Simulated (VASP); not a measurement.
```
BaHfO3
1.0
    3.95622     0.00000     0.00000
    0.00000     3.95622     0.00000
    0.00000     0.00000     3.95622
Ba Hf O
1 1 3
Direct
  0.00000   0.00000   0.00000
  0.50000   0.50000   0.50000
  0.50000   0.00000   0.50000
  0.00000   0.50000   0.50000
  0.50000   0.50000   0.00000
```

Method: LDA (Ceperley-Alder, Perdew-Zunger), VASP's LDA PAW potentials (set 64) (plane waves; VASP). Run with 620 eV cut-off, 6×6×6 Γ-centred mesh, Gaussian smearing of 0.050 eV, potentials Ba_sv Hf_pv O.

Unless said otherwise, spin-orbit coupling is left out, though it shifts the bands of the heavy elements here.

Question: Predict the energy per atom (σ→0), pressure, band gap (on the k-mesh) with the smallest direct gap where there is one.

Answer: 
```yaml
band gap (on the k-mesh): 3.60 eV
smallest direct gap (on the k-mesh): 3.60 eV
energy per atom (σ→0): -906.5 kJ/mol of atoms
pressure: 29.96 GPa
```

The compound is BaHfO3 in the cubic perovskite structure. It was relaxed first under an external pressure of 30 GPa.
